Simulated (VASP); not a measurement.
Set up this calculation in VASP 6.6.1, as the native input.

```
Task                   : relaxation of the atoms
Functional             : PBE
Potentials or basis    : VASP PAW PBE potentials, release 64 (C, In_d, O, Cl, H)
Cutoff                 : 520 eV
k mesh                 : 1 × 1 × 1
Occupations            : gaussian, width 0.01 eV
Spin                   : no spin polarisation
Further INCAR settings : ALGO = Fast; EDIFF = 1e-06; IBRION = 2; EDIFFG = -0.01; NSW = 60
```

The structure of CInOClH4 lies in POSCAR:

```
InH4CClO
1.0
   13.0000000000      0.0000000000      0.0000000000
    0.0000000000     14.0000000000      0.0000000000
    0.0000000000      0.0000000000     13.0000000000
C In O Cl H
1 1 1 1 4
Direct
    0.4338370000      0.5891920000      0.4769290000
    0.5261620000      0.4644890000      0.4833440000
    0.6243860000      0.4219640000      0.5934580000
    0.5273110000      0.3499150000      0.3540600000
    0.4819740000      0.6526930000      0.4882670000
    0.3979300000      0.5931200000      0.4028630000
    0.3758680000      0.5864870000      0.5373820000
    0.6274230000      0.4645200000      0.6492950000
```

The cell isn't the ideal one: atoms moved at random, drawn with an rms of 0.02 Å.

One way to write it, as run:

INCAR

```
SYSTEM = InH4CClO
  ALGO = Fast
  EDIFF = 1E-6
  EDIFFG = -0.01
  ENCUT = 520
  GGA = PE
  IBRION = 2
  ISIF = 2
  ISMEAR = 0
  LASPH = .True.
  LCHARG = .False.
  LREAL = .False.
  LWAVE = .False.
  NELM = 80
  NSW = 60
  PREC = Accurate
  SIGMA = 0.01
```

KPOINTS

```
k-points
0
Gamma
  1 1 1
  0 0 0
```

Potentials or basis: VASP PAW PBE potentials, release 64 (C, In_d, O, Cl, H).

Run with:

```sh
$ cat potpaw_PBE.64/C/POTCAR potpaw_PBE.64/In_d/POTCAR potpaw_PBE.64/O/POTCAR potpaw_PBE.64/Cl/POTCAR potpaw_PBE.64/H/POTCAR > POTCAR
$ mpirun -np 1 vasp_gam > vasp.out
```

It gave:

| Item | Value |
| --- | --- |
| Energy gained by relaxing | 6.6 meV/atom |
| Ionic steps | 48 |
| Largest force after relaxing | 0.009 eV/Å |
| Gap between the frontier levels | 4.49 eV |

Caveat: spin-orbit coupling is left out, which moves the levels of the heavy elements.

Run time: 52 min on 1 thread of AMD EPYC 7R43 64-Core Processor (Zen 3), with other jobs on the host, peak memory 1.9 GiB.
